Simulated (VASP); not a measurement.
Output of a VASP run:

### OSZICAR
```
       N       E                     dE             d eps       ncg     rms          rms(c)
DAV:   1    -0.466072214123E+02   -0.46607E+02   -0.12362E-02  2172   0.110E+00    0.440E-03
DAV:   2    -0.466072212950E+02    0.11727E-06   -0.29288E-06  1945   0.132E-02    0.264E-03
DAV:   3    -0.466072218625E+02   -0.56747E-06   -0.21439E-07  1461   0.575E-03    0.121E-03
DAV:   4    -0.466072220261E+02   -0.16359E-06   -0.70265E-08  1347   0.653E-03
   1 F= -.46607222E+02 E0= -.46607222E+02  d E =-.274119E-11
```

### OUTCAR
```
------------------------ aborting loop because EDIFF is reached ----------------------------------------
  FORCE on cell =-STRESS in cart. coord.  units (eV):
  Direction    XX          YY          ZZ          XY          YZ          ZX
  --------------------------------------------------------------------------------------
  Total        0.3351582      0.3351582      0.0175171      0.0000000      0.0000000      0.0000000
  in kB        1.1581888      1.1581887      0.0605330      0.0000000      0.0000000      0.0000000
  external PRESSURE =       0.7923035 kB  Pullay stress =       0.0000000 kB
  volume of cell :      463.64
      direct lattice vectors                 reciprocal lattice vectors
     4.084291957  0.000000000  0.000000000     0.244840479  0.141358723  0.000000000
    -2.042145979  3.537100421  0.000000000     0.000000000  0.282717447  0.000000000
     0.000000000  0.000000000 32.093485246     0.000000000  0.000000000  0.031158972
 POSITION                                       TOTAL-FORCE (eV/Angst)
 -----------------------------------------------------------------------------------
     -0.00000      2.35807      9.42327         0.000000      0.000000     -0.001783
      0.00000      0.00000     18.85833        -0.000000     -0.000000     -0.020202
      0.00000      0.00000     13.23516        -0.000000      0.000000      0.020202
      2.04215      1.17903     22.67021        -0.000000     -0.000000      0.001783
      0.00000      0.00000      7.87245        -0.000000      0.000000     -0.029652
      2.04215      1.17903     11.32920        -0.000000      0.000000      0.014905
     -0.00000      2.35807     14.81291        -0.000000      0.000000      0.028131
      2.04215      1.17903     17.28058         0.000000     -0.000000     -0.028131
     -0.00000      2.35807     20.76429         0.000000     -0.000000     -0.014905
      0.00000      0.00000     24.22104        -0.000000     -0.000000      0.029652
 -----------------------------------------------------------------------------------
    total drift:                                0.000000      0.000000      0.000000
  FREE ENERGIE OF THE ION-ELECTRON SYSTEM (eV)
  ---------------------------------------------------
  free  energy   TOTEN  =       -46.6072220261 eV

  energy  without entropy=      -46.6072220261  energy(sigma->0) =      -46.60722203

 total charge

# of ion       s       p       d       tot
------------------------------------------
    1        1.622   1.097   9.967  12.685
    2        1.619   1.103   9.964  12.686
    3        1.619   1.103   9.964  12.686
    4        1.622   1.097   9.967  12.685
    5        1.489   2.283   0.021   3.793
    6        1.478   2.330   0.024   3.831
    7        1.498   2.259   0.025   3.783
    8        1.498   2.259   0.025   3.783
    9        1.478   2.330   0.024   3.831
   10        1.489   2.283   0.021   3.793
--------------------------------------------------
tot         15.410  18.144  40.004  73.558
```
(Selected blocks of OUTCAR.)

### POSCAR
```
Bi2Se3 bilayer
1
    4.0842919575     0.0000000000    -0.0000000000
   -2.0421459787     3.5371004206     0.0000000000
    0.0000000000     0.0000000000    32.0934852463
Bi Se
4 6
Direct
  0.3333330000   0.6666670000   0.2936195149
  0.0000000000   0.0000000000   0.5876060507
  1.0000000000   1.0000000000   0.4123939493
  0.6666670000   0.3333330000   0.7063804851
  0.0000000000   0.0000000000   0.2452973627
  0.6666670000   0.3333330000   0.3530060823
  0.3333330000   0.6666670000   0.4615550029
  0.6666670000   0.3333330000   0.5384449971
  0.3333330000   0.6666670000   0.6469939177
  0.0000000000   1.0000000000   0.7547026373
```

Write an INCAR and KPOINTS that could have produced this output.

This is not unique; one that fits is the input of the run itself, LDA (Ceperley-Alder, Perdew-Zunger), plane waves, VASP's LDA PAW potentials (set 64).

**INCAR**
```
SYSTEM = Bi2Se3 bilayer
PREC = Normal
ENCUT = 400
EDIFF = 1E-6
NELM = 100
ALGO = Normal
LREAL = .FALSE.
LASPH = .TRUE.
ISMEAR = 0
SIGMA = 0.05
LMAXMIX = 4
LWAVE = .FALSE.
LCHARG = .FALSE.
NELMIN = 4
LVHAR = .TRUE.
LORBIT = 11
```

### KPOINTS
```
Automatic mesh
0
Gamma
12 12 1
0 0 0
```

POTCAR, in this order: Bi_d Se (LDA.64 set). Program: vasp_std. Read from the step before: WAVECAR.

The cell is a sheet with vacuum, built from Bi2Se3 (tetradymite).
